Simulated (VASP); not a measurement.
BaZn, 2 atoms in the cell. Symmetry: P4/mmm, No. 123, tetragonal system. Conventional cell: a = 3.958 Å, b = 3.958 Å, c = 3.993 Å, α = 90.00°, β = 90.00°, γ = 90.00°. Ba (site symmetry 4/mmm) has 8 Zn at 3.44 Å as nearest neighbours. Zn (site symmetry 4/mmm) has 8 Ba at 3.44 Å as nearest neighbours. The cell comes from a database or a generator and needn't be the stable form of this composition.

| Item | Value |
| --- | --- |
| Program | VASP 6.6.1 |
| Task | relaxation of shape and atoms at fixed volume |
| Functional | PBEsol |
| Potentials or basis | VASP PAW PBE potentials, release 64 (Ba_sv, Zn) |
| Cutoff | 600 eV |
| k mesh | 8 × 8 × 6 |
| Occupations | gaussian, width 0.05 eV |
| Spin | no spin polarisation |
| Dipole correction | no |
| Further INCAR settings | ALGO = Normal; EDIFF = 1e-06; IBRION = 2; EDIFFG = -0.01; NSW = 60; ISIF = 4 |

Potentials or basis: VASP PAW PBE potentials, release 64 (Ba_sv, Zn).

The run is started by

```bash
$ cat potpaw_PBE.64/Ba_sv/POTCAR potpaw_PBE.64/Zn/POTCAR > POTCAR
$ mpirun -np 1 vasp_std > vasp.out
```

Hardware: 1 thread of Intel(R) Xeon(R) Platinum 8488C (Sapphire Rapids), with other jobs on the host.

Task: How long does it take, and how much memory?

Result: Wall time 38 s on 1 thread of Intel(R) Xeon(R) Platinum 8488C (Sapphire Rapids), with other jobs on the host, peak memory 0.23 GiB. Counts: scf iterations 12, k points 60, ion steps 1.
